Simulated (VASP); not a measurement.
A convergence study with VASP on Li$_{2}$Se (antifluorite): one setting is varied, all else stays as given below, so the limit is that of these other settings.

```
Li2Se
1.0
    0.00000     3.00000     3.00000
    3.00000     0.00000     3.00000
    3.00000     3.00000     0.00000
Li Se
2 1
Direct
  0.25000   0.25000   0.25000
  0.75000   0.75000   0.75000
  0.00000   0.00000   0.00000
```

Computed with PBE GGA, VASP's PBE PAW potentials (set 64) (plane waves; VASP 6.6.1). The tightest run used: 700 eV cut-off, 15×15×15 Γ-centred mesh, tetrahedra with Blöchl corrections, potentials Li_sv Se.

Gaps are read on the run's mesh, which can miss a band edge.

**Question.** The settings run are 3×3×3 mesh; 4×4×4 mesh; 5×5×5 mesh; 6×6×6 mesh; 7×7×7 mesh; 8×8×8 mesh; 9×9×9 mesh; 10×10×10 mesh; 11×11×11 mesh; 12×12×12 mesh; 13×13×13 mesh; 14×14×14 mesh; 15×15×15 mesh. From which on does the energy per atom stay within 0.002 eV/atom of the tightest run?

**Answer.** From 5×5×5 mesh on: it is off by 0.0007 there and by no more than 0.002 in any finer run, while 4×4×4 mesh is off by 0.0039.
```json
[
 {"setting": "3×3×3 mesh", "E (eV/atom)": "-3.6860", "pressure (GPa)": "0.34", "gap on the mesh (eV)": "3.381", "irreducible k-points": "4", "difference judged (eV/atom)": "0.0245"},
 {"setting": "4×4×4 mesh", "E (eV/atom)": "-3.7066", "pressure (GPa)": "0.07", "gap on the mesh (eV)": "2.968", "irreducible k-points": "8", "difference judged (eV/atom)": "0.0039"},
 {"setting": "5×5×5 mesh", "E (eV/atom)": "-3.7098", "pressure (GPa)": "0.02", "gap on the mesh (eV)": "3.231", "irreducible k-points": "10", "difference judged (eV/atom)": "0.0007"},
 {"setting": "6×6×6 mesh", "E (eV/atom)": "-3.7104", "pressure (GPa)": "0.01", "gap on the mesh (eV)": "2.972", "irreducible k-points": "16", "difference judged (eV/atom)": "0.0001"},
 {"setting": "7×7×7 mesh", "E (eV/atom)": "-3.7105", "pressure (GPa)": "0.01", "gap on the mesh (eV)": "3.107", "irreducible k-points": "20", "difference judged (eV/atom)": "0.0000"},
 {"setting": "8×8×8 mesh", "E (eV/atom)": "-3.7105", "pressure (GPa)": "0.01", "gap on the mesh (eV)": "2.973", "irreducible k-points": "29", "difference judged (eV/atom)": "0.0000"},
 {"setting": "9×9×9 mesh", "E (eV/atom)": "-3.7105", "pressure (GPa)": "0.01", "gap on the mesh (eV)": "3.054", "irreducible k-points": "35", "difference judged (eV/atom)": "0.0000"},
 {"setting": "10×10×10 mesh", "E (eV/atom)": "-3.7105", "pressure (GPa)": "0.01", "gap on the mesh (eV)": "2.973", "irreducible k-points": "47", "difference judged (eV/atom)": "0.0000"},
 {"setting": "11×11×11 mesh", "E (eV/atom)": "-3.7105", "pressure (GPa)": "0.01", "gap on the mesh (eV)": "3.027", "irreducible k-points": "56", "difference judged (eV/atom)": "0.0000"},
 {"setting": "12×12×12 mesh", "E (eV/atom)": "-3.7105", "pressure (GPa)": "0.01", "gap on the mesh (eV)": "2.973", "irreducible k-points": "72", "difference judged (eV/atom)": "0.0000"},
 {"setting": "13×13×13 mesh", "E (eV/atom)": "-3.7105", "pressure (GPa)": "0.01", "gap on the mesh (eV)": "3.012", "irreducible k-points": "84", "difference judged (eV/atom)": "0.0000"},
 {"setting": "14×14×14 mesh", "E (eV/atom)": "-3.7105", "pressure (GPa)": "0.01", "gap on the mesh (eV)": "2.973", "irreducible k-points": "104", "difference judged (eV/atom)": "0.0000"},
 {"setting": "15×15×15 mesh", "E (eV/atom)": "-3.7105", "pressure (GPa)": "0.01", "gap on the mesh (eV)": "3.002", "irreducible k-points": "120", "difference judged (eV/atom)": "0.0000"}
]
```

Left out are rungs that failed or repeat a setting and relaxations that didn't move; long series are thinned to 24 rows.

The compound is Li2Se in the antifluorite structure. The cell was not relaxed at this level.
